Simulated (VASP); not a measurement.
These are PBE GGA, VASP's PBE PAW potentials (set 64) (plane waves; VASP) values and carry that method's errors.

Input for VASP

INCAR:
```
# general
SYSTEM  = SiC
PREC    = Accurate
ENCUT   = 620
LREAL   = .FALSE.
LASPH   = .TRUE.

# electronic loop
EDIFF   = 1E-6
NELM    = 100
ALGO    = Normal

# smearing
ISMEAR  = 0
SIGMA   = 0.05

# functional
GGA     = PE

# ions
IBRION  = 2
NSW     = 40
ISIF    = 3
EDIFFG  = -0.02
PSTRESS = 100

# output
LWAVE   = .FALSE.
LCHARG  = .FALSE.
```

POSCAR:
```
SiC
1
    1.5339527978    -2.6568839377     0.0000000000
    1.5339527978     2.6568839377     0.0000000000
    0.0000000000     0.0000000000     5.0349522479
Si C
2 2
Direct
  0.6666670000   0.3333330000   0.4995850244
  0.3333330000   0.6666670000   0.9995850244
  0.6666670000   0.3333330000   0.8754149756
  0.3333330000   0.6666670000   0.3754149756
```

File KPOINTS:
```
Automatic mesh
0
Gamma
8 8 5
0 0 0
```

POTCAR, in this order: Si C (PBE.64 set). Program: vasp_std.

Energy and stress use the plane-wave basis of the starting cell.

Q: What does the run give for the energy per atom (σ→0), volume per atom?

A: 
* **energy per atom (σ→0)**: -7.515 eV/atom
* **volume per atom**: 10.05 Å³/atom

File OSZICAR:
```
...
DAV:   1    -0.300661416878E+02   -0.93542E-01   -0.29956E-01   820   0.499E+00    0.684E-01
DAV:   2    -0.300603602265E+02    0.57815E-02   -0.10836E-02   864   0.832E-01    0.342E-01
DAV:   3    -0.300589229858E+02    0.14372E-02   -0.31835E-03   872   0.389E-01    0.665E-02
DAV:   4    -0.300587626268E+02    0.16036E-03   -0.38648E-04   880   0.132E-01    0.274E-02
DAV:   5    -0.300587401280E+02    0.22499E-04   -0.35974E-05   856   0.430E-02    0.254E-02
DAV:   6    -0.300587355469E+02    0.45811E-05   -0.21935E-06   728   0.126E-02    0.971E-03
DAV:   7    -0.300587359534E+02   -0.40646E-06   -0.11869E-06   460   0.743E-03
   3 F= -.27549509E+02 E0= -.27549509E+02  d E =-.133691E-01
```

The compound is SiC in the wurtzite structure, the rare 2H polytype. This run relaxes it under an external pressure of 10 GPa. Symmetry was kept, so distortions that lower it aren't found.
